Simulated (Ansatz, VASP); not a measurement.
# Two plane-wave programs on NbCu2

```
Nb Cu
1.0
     0.00000    2.95720    2.95720
     2.95720    0.00000    2.95720
     2.95720    2.95720    0.00000
Nb Cu
1 2
Direct
  0.00000 0.00000 0.00000
  0.25000 0.25000 0.25000
  0.75000 0.75000 0.75000
```

Change from the starting cell: species swapped into the CdF2 type (Fm-3m, No. 225).

Alike in both runs: functional PBE; k mesh 6 × 6 × 6; occupations gaussian, width 0.1 eV; no spin polarisation.

Ansatz relaxed the structure, and its values are those at the end. VASP's run is a single point on that final structure, the one shown.

```csv
,VASP,Ansatz
version,VASP 6.6.1,Ansatz 0.2.0
potentials or method,"VASP PAW PBE potentials, release 64 (Nb_sv, Cu)","scalar-relativistic, plane waves, PAW"
plane-wave cutoff (eV),520,420
valence electrons in the cell,35,51
```

```csv
,VASP,Ansatz,Ansatz less VASP
gap on the k mesh at the Fermi level (eV),none,none,-
pressure (GPa),0.2,0.1,-0.11
```

A gap of «none» marks a metal or a gap that the smearing closes. With one functional, cell and mesh, what is left measures potentials, basis and numerics. The two sets of potentials don't hold the same shells in valence.
